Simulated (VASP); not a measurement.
Na3TeH:

```xyz
5
Lattice="4.7672 0.0000 0.0000 0.0000 4.7672 0.0000 0.0000 0.0000 4.7672" Properties=species:S:1:pos:R:3 pbc="T T T"
Na    2.3836    0.0000    2.3836
Na    0.0000    2.3836    2.3836
Na    2.3836    2.3836    0.0000
Te    0.0000    0.0000    0.0000
H     2.3836    2.3836    2.3836
```

The cell was built by a generator and needn't be a form met in nature.

* Program: VASP 6.6.1
* Task: relaxation of cell and atoms
* Functional: LDA
* Potentials or basis: VASP PAW LDA potentials, release 64 (Na_pv, Te, H)
* Cutoff: 600 eV
* k mesh: 6 × 6 × 6
* Occupations: gaussian, width 0.03 eV
* Spin: no spin polarisation

At the start: pressure -2.3 GPa; volume 21.67 Å³/atom.

Question: How do energy, volume and symmetry change on relaxing?

Answer: Over 3 steps the energy falls by 15.9 meV/atom and the volume is 19.65 Å³/atom (-9.3 %); space group Pm-3m (No. 221, to 0.05 Å).

Step by step:
```csv
step,energy change (eV),largest force (eV/Å),pressure (GPa),volume (Å³)
1,0.0000,0.0000,-2.32,108.34
2,-0.0561,0.0000,-1.38,103.50
3,-0.0797,0.0000,-0.03,98.26
```

Final structure:
```
Na Te H
1.0
     4.61445    0.00000    0.00000
     0.00000    4.61445    0.00000
     0.00000    0.00000    4.61445
Na Te H
3 1 1
Direct
  0.50000 0.00000 0.50000
  0.00000 0.50000 0.50000
  0.50000 0.50000 0.00000
  0.00000 0.00000 0.00000
  0.50000 0.50000 0.50000
```
